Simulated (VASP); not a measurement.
NaF (rock salt): the cohesive energy from VASP (plane waves, PAW) at several levels of theory. Atoms are spin-polarised in a large box without symmetry, with the spin fixed by Hund's rule, and may not be in the lowest state of each functional; no zero-point energy is added.

| level | cohesive energy (eV/atom) | error against measurement |
|---|---|---|
| LDA | 4.37 | +10.2 % |
| PBE | 3.83 | -3.6 % |
| PBEsol | 3.96 | -0.4 % |
| RPBE | 3.64 | -8.4 % |

Measured: 3.97 eV/atom at 0 K (as given by Daniel Mejia-Rodriguez et al., Physical Review B (2018), arXiv:1807.09216; static lattice: zero-point vibration energy added).

The cell of the LDA run:

NaF is modelled in the cubic space group Fm-3m (No. 225), the rock salt structure, Pearson symbol cF8. Conventional cell: a = 4.5090 Å, b = 4.5090 Å, c = 4.5090 Å, α = 90.00°, β = 90.00°, γ = 90.00°. Na on 4a sees 6 F at 2.255 Å (octahedral). F on 4b is coordinated by 6 Na at 2.255 Å (octahedral). (Neighbours: up to the widest gap in distance over summed covalent radii, below 1.35, at either atom; cation-cation and far metal-metal contacts left out.)
(The calculation used a cell of 2 atoms; values per cell refer to that cell.)

Only levels that ran to the end are used. Left out are those held back, those with too coarse a band path, GW runs whose mesh misses a band edge, hybrids' fits of cells that aren't cubic and levels without matching references; a question may draw on a part of the rest.
